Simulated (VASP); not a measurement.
Input:

```xyz
3
Lattice="-1.6090 1.6090 3.9370 1.6090 -1.6090 3.9370 1.6090 1.6090 -3.9370" Properties=species:S:1:pos:R:3 pbc="T T T"
Si     0.0000     0.0000     5.2356
Si     0.0000     0.0000     2.6384
Mo     0.0000     0.0000     0.0000
```

The numbers are results of PBE GGA, VASP's PBE PAW potentials (set 64) (plane waves; VASP 6.6.1), not measurements. Numerical set-up: 500 eV cut-off, 13×13×13 Γ-centred mesh, first-order Methfessel-Paxton smearing of 0.10 eV, potentials Si Mo_sv.

Task: Estimate the energy per atom (σ→0), band gap (on the k-mesh) with the smallest direct gap where there is one.

Result: 
The band gap (on the k-mesh) is none (metal, semimetal or under 0.01 eV) and the energy per atom (σ→0) is -7.754 eV/atom.

Only differences to runs with the same potentials and settings are physical.

The compound is MoSi2 in the MoSi2 type structure. It was relaxed first.
